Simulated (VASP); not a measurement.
Set up this calculation in VASP 6.6.1, as the native input.

- Task: electron localisation function
- Functional: PBE
- Potentials or basis: VASP PAW PBE potentials, release 64 (F, C, H)
- Cutoff: 520 eV
- k mesh: 1 × 1 × 1
- Occupations: gaussian, width 0.01 eV
- Spin: no spin polarisation
- Further INCAR settings: ALGO = Normal; EDIFF = 1e-07

The structure of F2CH2 lies in POSCAR:

```
H2CF2
1.0
   12.0000000000      0.0000000000      0.0000000000
    0.0000000000     11.0000000000      0.0000000000
    0.0000000000      0.0000000000     11.0000000000
F C H
2 1 2
Direct
    0.4109250000      0.5224136400      0.5664772700
    0.5912416700      0.4887409100      0.5678318200
    0.5012083300      0.5034954500      0.4955136400
    0.4884750000      0.4202227300      0.4430409100
    0.5141416700      0.5835954500      0.4383500000
```

The input as run:

INCAR

```
SYSTEM = H2CF2
PREC = Accurate
ENCUT = 520
EDIFF = 1E-7
ISMEAR = 0
SIGMA = 0.01
LREAL = .FALSE.
LASPH = .TRUE.
NELM = 60
ALGO = Normal
ISIF = 2
LWAVE = .FALSE.
LCHARG = .TRUE.
GGA = PE
LELF = .TRUE.
```

KPOINTS

```
Automatic mesh
0
G
  1 1 1
  0 0 0
```

Potentials or basis: VASP PAW PBE potentials, release 64 (F, C, H).

Command:

```sh
$ cat potpaw_PBE.64/F/POTCAR potpaw_PBE.64/C/POTCAR potpaw_PBE.64/H/POTCAR > POTCAR
$ mpirun -np 1 vasp_gam > vasp.out
```

It gave:

```yaml
Largest_force: 1.181 eV/Å
Gap_between_the_frontier_levels: 7.56 eV
```

Wall time 56 s on 1 thread of AMD EPYC 9R45 96-Core Processor (Zen 5), with other jobs on the host, peak memory 1 GiB.
